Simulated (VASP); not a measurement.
Level of theory: PBE GGA, VASP's PBE PAW potentials (set 64) (plane waves; VASP).

VASP input:

**POSCAR**
```
ZrGe
1
    4.4972090000     0.0000000000     0.0000000000
   -2.2486040000     3.8946970000     0.0000000000
    0.0000000000     0.0000000000     6.2680080000
Zr Ge
2 2
Direct
  0.0000000000   0.0000000000   0.0000000000
  0.0000000000   0.0000000000   0.5000000000
  0.3333330000   0.6666670000   0.2500000000
  0.6666670000   0.3333330000   0.7500000000
```

KPOINTS:
```
Automatic mesh
0
G
 4 4 3
```

### INCAR
```
ALGO = Normal
EDIFF = 1E-6
ENCUT = 300
GGA = PE
ISIF = 2
ISMEAR = -1
LASPH = .True.
LCHARG = .False.
LMAXMIX = 4
LREAL = .False.
LWAVE = .False.
NELM = 100
PREC = Accurate
SIGMA = 0.1
SYSTEM = ZrGe
```

POTCAR, in this order: Zr_sv Ge_d (PBE.64 set). Program: vasp_std.

Output

**OSZICAR**
```
       N       E                     dE             d eps       ncg     rms          rms(c)
DAV:   1     0.453057095896E+03    0.45306E+03   -0.20487E+04   605   0.243E+03
DAV:   2     0.374500382605E+02   -0.41561E+03   -0.40862E+03   518   0.679E+02
DAV:   3    -0.242877910565E+02   -0.61738E+02   -0.60972E+02   712   0.171E+02
DAV:   4    -0.286862794543E+02   -0.43985E+01   -0.43784E+01   729   0.425E+01
DAV:   5    -0.289567821549E+02   -0.27050E+00   -0.27043E+00   808   0.845E+00    0.115E+01
DAV:   6    -0.264895872455E+02    0.24672E+01   -0.14436E+01   758   0.210E+01    0.354E+00
DAV:   7    -0.264111016029E+02    0.78486E-01   -0.97322E-01   697   0.688E+00    0.205E+00
DAV:   8    -0.263961614844E+02    0.14940E-01   -0.10078E-01   693   0.236E+00    0.631E-01
DAV:   9    -0.263978896483E+02   -0.17282E-02   -0.10605E-02   714   0.739E-01    0.241E-01
DAV:  10    -0.263981887439E+02   -0.29910E-03   -0.28339E-03   821   0.282E-01    0.447E-02
DAV:  11    -0.263981750477E+02    0.13696E-04   -0.24110E-04   633   0.104E-01    0.265E-02
DAV:  12    -0.263981742809E+02    0.76675E-06   -0.21657E-05   638   0.247E-02    0.695E-03
DAV:  13    -0.263981742398E+02    0.41166E-07   -0.35226E-06   476   0.992E-03
   1 F= -.26398174E+02 E0= -.26331778E+02  d E =-.132792E+00
```

OUTCAR:
```
------------------------ aborting loop because EDIFF is reached ----------------------------------------
  FORCE on cell =-STRESS in cart. coord.  units (eV):
  Direction    XX          YY          ZZ          XY          YZ          ZX
  --------------------------------------------------------------------------------------
  Total      -11.5671081    -11.5671066     -2.4198223     -0.0000015      0.0000000      0.0000000
  in kB     -168.8064691   -168.8064483    -35.3140688     -0.0000217      0.0000000      0.0000000
  external PRESSURE =    -124.3089954 kB  Pullay stress =       0.0000000 kB
  volume of cell :      109.79
      direct lattice vectors                 reciprocal lattice vectors
     4.497209000  0.000000000  0.000000000     0.222360135  0.128379663  0.000000000
    -2.248604000  3.894697000  0.000000000     0.000000000  0.256759383  0.000000000
     0.000000000  0.000000000  6.268008000     0.000000000  0.000000000  0.159540320
 POSITION                                       TOTAL-FORCE (eV/Angst)
 -----------------------------------------------------------------------------------
      0.00000      0.00000      0.00000        -0.000000      0.000000      0.000000
      0.00000      0.00000      3.13400        -0.000000      0.000000      0.000000
     -0.00000      2.59647      1.56700         0.000000      0.000000      0.000000
      2.24861      1.29823      4.70101        -0.000000     -0.000000     -0.000000
 -----------------------------------------------------------------------------------
    total drift:                               -0.000000      0.000000      0.000000
  FREE ENERGIE OF THE ION-ELECTRON SYSTEM (eV)
  ---------------------------------------------------
  free  energy   TOTEN  =       -26.3981742398 eV

  energy  without entropy=      -26.2653823484  energy(sigma->0) =      -26.33177829
```
(Selected blocks of OUTCAR.)

**OUTCAR**
```
 val. band max:        4.7285781143   @ k =   0.5000  -0.0000   0.0000

 cond. band min:       4.8114349482   @ k =   0.2500   0.2500   0.0000


 Fermi energy:         4.7553980448

 k-point     1 :       0.0000    0.0000    0.0000
  band No.  band energies     occupation
      1     -44.5473      2.00000
      2     -44.4895      2.00000
      3     -22.6921      2.00000
      4     -22.5795      2.00000
      5     -22.5795      2.00000
      6     -22.5122      2.00000
      7     -22.5122      2.00000
      8     -22.1026      2.00000
      9     -18.6627      2.00000
     10     -18.6627      2.00000
     11     -18.6549      2.00000
     12     -18.6531      2.00000
     13     -18.6525      2.00000
     14     -18.6525      2.00000
     15     -18.6348      2.00000
     16     -18.6348      2.00000
     17     -18.6286      2.00000
     18     -18.6286      2.00000
     19      -3.7820      2.00000
     20      -1.8093      2.00000
     21       1.8220      2.00000
     22       3.0363      2.00000
     23       3.0363      2.00000
     24       3.8063      1.99985
     25       5.0223      0.12967
     26       5.0223      0.12967
     27       5.8496      0.00004
     28       5.8496      0.00004
     29       6.4983      0.00000
     30       6.4983      0.00000
     31       7.5341      0.00000

 k-point     2 :       0.2500   -0.0000    0.0000
  band No.  band energies     occupation
      1     -44.5468      2.00000
      2     -44.4894      2.00000
      3     -22.6903      2.00000
      4     -22.5905      2.00000
      5     -22.5818      2.00000
      6     -22.5211      2.00000
      7     -22.5154      2.00000
      8     -22.1025      2.00000
      9     -18.6606      2.00000
     10     -18.6589      2.00000
     11     -18.6571      2.00000
     12     -18.6545      2.00000
     13     -18.6541      2.00000
     14     -18.6538      2.00000
     15     -18.6335      2.00000
     16     -18.6325      2.00000
     17     -18.6319      2.00000
...
```

At this cut-off the stress carries a Pulay error, which pulls relaxed volumes low.

The structure was generated: ZrGe was put into an ordered model structure, which need not be its known phase. The cell was not relaxed at this level. The k-mesh is coarse (spacing up to 0.40 per Å, 2π included), so the numbers may not be converged in it. The run is one of a series of settings (KPOINTS 4×4×3 Γ-centred mesh against the base run), some of them coarse on purpose.
